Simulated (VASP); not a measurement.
PtSe2:

```xyz
3
Lattice="3.7585 0.0000 0.0000 -1.8793 3.2550 0.0000 0.0000 0.0000 4.8699" Properties=species:S:1:pos:R:3 pbc="T T T"
Pt    0.0000    0.0000    0.0000
Se    1.8793    1.0850    3.5986
Se    0.0000    2.1700    1.2713
```

The cell is a database's computed one.

Base run:

- Program: VASP 6.6.1
- Functional: PBEsol
- Potentials or basis: VASP PAW PBE potentials, release 64 (Pt, Se)
- Cutoff: 700 eV
- k mesh: 9 × 9 × 6
- Occupations: gaussian, width 0.1 eV
- Spin: no spin polarisation

Its results: band gap on the k mesh none (metal or under the smearing width); pressure 0.0 GPa; largest force 0.010 eV/Å.

The run is repeated on the same cell with these changes: functional from PBEsol to r2SCAN; cutoff from 700 eV to 520 eV. What comes out?

Band gap on the k mesh none (metal or under the smearing width); pressure 2.9 GPa; largest force 0.008 eV/Å.

Caveats: the PAW data sets were made with another functional, which shifts forces and pressure a little.

Not every run made on this cell is shown here.
